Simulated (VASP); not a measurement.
Input:

```
Gd
1.0
    1.79523    -3.10942     0.00000
    1.79523     3.10942     0.00000
    0.00000     0.00000     5.65258
Gd
2
Direct
  0.33333   0.66667   0.25000
  0.66667   0.33333   0.75000
```

Method: rev-vdW-DF2, VASP's PBE PAW potentials (set 64) (plane waves; VASP). Numerical set-up: 520 eV cut-off, Gaussian smearing of 0.050 eV, potentials Gd_3.

The 4f electrons are frozen in the core of the lanthanide potential, so 4f levels, which can set the real gap, and their magnetism are missing.

Problem. Give the energies of bands 7 to 12 at the high-symmetry points, in eV from the Fermi level.

Solution. 
| band | Γ | M | K | A | L | H |
|---|---|---|---|---|---|---|
| 7 | -4.79 | -1.76 | -1.08 | -3.19 | -1.94 | -0.61 |
| 8 | -2.16 | -1.55 | -0.56 | -3.19 | -1.94 | -0.61 |
| 9 | 1.68 | -1.08 | -0.56 | 0.93 | -0.08 | -0.37 |
| 10 | 1.68 | 0.41 | -0.27 | 0.93 | -0.08 | -0.37 |
| 11 | 1.70 | 1.37 | 1.14 | 1.59 | 2.03 | 0.73 |
| 12 | 2.00 | 1.62 | 1.14 | 1.59 | 2.03 | 0.73 |

It has no gap at this level: it comes out as a metal or semimetal.

The compound is Gd in the hcp structure. It was relaxed first.
